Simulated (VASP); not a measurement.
Output of a VASP run:

### OSZICAR
```
       N       E                     dE             d eps       ncg     rms          rms(c)
DAV:   1     0.284978442006E+02    0.28498E+02   -0.54202E+03  2408   0.128E+03
DAV:   2    -0.260183942269E+02   -0.54516E+02   -0.51686E+02  2406   0.202E+02
DAV:   3    -0.276071834847E+02   -0.15888E+01   -0.15734E+01  2916   0.456E+01
DAV:   4    -0.276371865417E+02   -0.30003E-01   -0.29984E-01  2932   0.555E+00
DAV:   5    -0.276381244501E+02   -0.93791E-03   -0.93780E-03  2876   0.991E-01    0.236E+01
DAV:   6    -0.322184993579E+02   -0.45804E+01   -0.21970E+02  2622   0.253E+02    0.320E+01
DAV:   7    -0.190206297104E+02    0.13198E+02   -0.51161E+01  2626   0.113E+02    0.711E+00
DAV:   8    -0.186786283416E+02    0.34200E+00   -0.31796E+00  2996   0.273E+01    0.419E+00
DAV:   9    -0.187186882512E+02   -0.40060E-01   -0.10433E-01  2628   0.505E+00    0.204E+00
DAV:  10    -0.187391737923E+02   -0.20486E-01   -0.14285E-01  2734   0.801E+00    0.103E+00
DAV:  11    -0.187244827214E+02    0.14691E-01   -0.98611E-02  2654   0.613E+00    0.202E-01
DAV:  12    -0.187238956683E+02    0.58705E-03   -0.13621E-03  2672   0.697E-01    0.114E-01
DAV:  13    -0.187240395838E+02   -0.14392E-03   -0.94577E-04  3248   0.407E-01    0.363E-02
DAV:  14    -0.187238238741E+02    0.21571E-03   -0.14287E-04  2478   0.216E-01    0.294E-02
DAV:  15    -0.187237814974E+02    0.42377E-04   -0.43327E-05  2486   0.118E-01    0.150E-02
DAV:  16    -0.187237659297E+02    0.15568E-04   -0.56979E-06  2486   0.423E-02    0.406E-03
DAV:  17    -0.187237657443E+02    0.18535E-06   -0.81210E-07  2542   0.190E-02    0.214E-03
DAV:  18    -0.187237657773E+02   -0.32977E-07   -0.43368E-08  1286   0.360E-03
   1 F= -.18723766E+02 E0= -.18723766E+02  d E =0.000000E+00
       N       E                     dE             ncg
```

File OUTCAR:
```
------------------------ aborting loop because EDIFF is reached ----------------------------------------
  FORCE on cell =-STRESS in cart. coord.  units (eV):
  Direction    XX          YY          ZZ          XY          YZ          ZX
  --------------------------------------------------------------------------------------
  Total        0.0176116      0.0176116      0.0176116      0.0000000      0.0000000      0.0000000
  in kB        1.2598379      1.2598379      1.2598379      0.0000000      0.0000000      0.0000000
  external PRESSURE =       1.2598379 kB  Pullay stress =       0.0000000 kB
  volume of cell :       22.40
      direct lattice vectors                 reciprocal lattice vectors
     2.818805450  0.000000000  0.000000000     0.354760205  0.000000000  0.000000000
     0.000000000  2.818805450  0.000000000     0.000000000  0.354760205  0.000000000
     0.000000000  0.000000000  2.818805450     0.000000000  0.000000000  0.354760205
 POSITION                                       TOTAL-FORCE (eV/Angst)
 -----------------------------------------------------------------------------------
      1.40940      1.40940      1.40940         0.000000      0.000000      0.000000
      0.00000      0.00000      0.00000         0.000000      0.000000      0.000000
 -----------------------------------------------------------------------------------
    total drift:                               -0.000000      0.000000      0.000000
  FREE ENERGIE OF THE ION-ELECTRON SYSTEM (eV)
  ---------------------------------------------------
  free  energy   TOTEN  =       -18.7237657773 eV

  energy  without entropy=      -18.7237657773  energy(sigma->0) =      -18.72376578

 total charge

# of ion       s       p       d       tot
------------------------------------------
    1        0.432   0.454   0.000   0.886
    2        0.477   0.584   7.474   8.535
--------------------------------------------------
tot          0.908   1.038   7.474   9.421
```
(Selected blocks of OUTCAR.)

POSCAR:
```
CoAl
1
    2.8188054503     0.0000000000     0.0000000000
    0.0000000000     2.8188054503     0.0000000000
    0.0000000000     0.0000000000     2.8188054503
Al Co
1 1
Direct
  0.5000000000   0.5000000000   0.5000000000
  0.0000000000   0.0000000000   0.0000000000
```

**Question.** Reconstruct the remaining input files.

**Answer.** This is not unique; one that fits is the input of the run itself, MS2 meta-GGA, plane waves, VASP's PBE PAW potentials (set 64).

**KPOINTS**
```
Automatic mesh
0
Gamma
14 14 14
0 0 0
```

KPOINTS_OPT:
```
k-points along high-symmetry lines
10
Line-mode
Reciprocal
  0.000000   0.000000   0.000000 ! GAMMA
  0.000000   0.500000   0.000000 ! X

  0.000000   0.500000   0.000000 ! X
  0.500000   0.500000   0.000000 ! M

  0.500000   0.500000   0.000000 ! M
  0.000000   0.000000   0.000000 ! GAMMA

  0.000000   0.000000   0.000000 ! GAMMA
  0.500000   0.500000   0.500000 ! R

  0.500000   0.500000   0.500000 ! R
  0.000000   0.500000   0.000000 ! X

  0.500000   0.500000   0.500000 ! R
  0.500000   0.500000   0.000000 ! M
```

**INCAR**
```
ALGO = Normal
EDIFF = 1E-7
ENCUT = 520
ISIF = 2
ISMEAR = -5
LASPH = T
LCHARG = F
LMAXMIX = 4
LMIXTAU = T
LORBIT = 11
LREAL = F
LWAVE = F
METAGGA = MS2
NEDOS = 601
NELM = 100
PREC = Accurate
SYSTEM = CoAl
```

POTCAR, in this order: Al Co (PBE.64 set). Program: vasp_std.

For a metal the tetrahedron method with Blöchl corrections gives inexact stress and forces.

The compound is CoAl in the CsCl type structure. It was relaxed first. The run is not spin-polarised, so no magnetic state was tried.
